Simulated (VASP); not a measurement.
Data:

```
CoGa
1.0
    2.85935     0.00000     0.00000
    0.00000     2.85935     0.00000
    0.00000     0.00000     2.85935
Ga Co
1 1
Cartesian
  1.42967   1.42967   1.42967
  0.00000   0.00000   0.00000
```

Level of theory: rev-vdW-DF2, VASP's PBE PAW potentials (set 64) (plane waves; VASP 6.6.1). Settings: 520 eV cut-off, Gaussian smearing of 0.050 eV, potentials Ga_d Co.

Problem. Give the energies of bands 6 to 14 at the high-symmetry points, in eV from the Fermi level.

Solution. 
```
band       Γ      X      M      R
----  ------  -----  -----  -----
6     -12.30  -8.11  -6.20  -4.24
7      -2.66  -7.02  -3.21  -4.24
8      -2.66  -2.44  -3.21  -4.24
9      -0.82  -1.86  -2.57  -0.27
10     -0.82  -1.86  -1.32  -0.27
11     -0.82  -0.82  -1.32   0.59
12      5.19   0.05  -0.31   3.90
13      5.19  10.71   2.25   3.90
14      5.19  10.71   3.20   3.90
```

It has no gap at this level: it comes out as a metal or semimetal.

The compound is CoGa in the CsCl type structure. It was relaxed first. The run is not spin-polarised, so no magnetic state was tried.
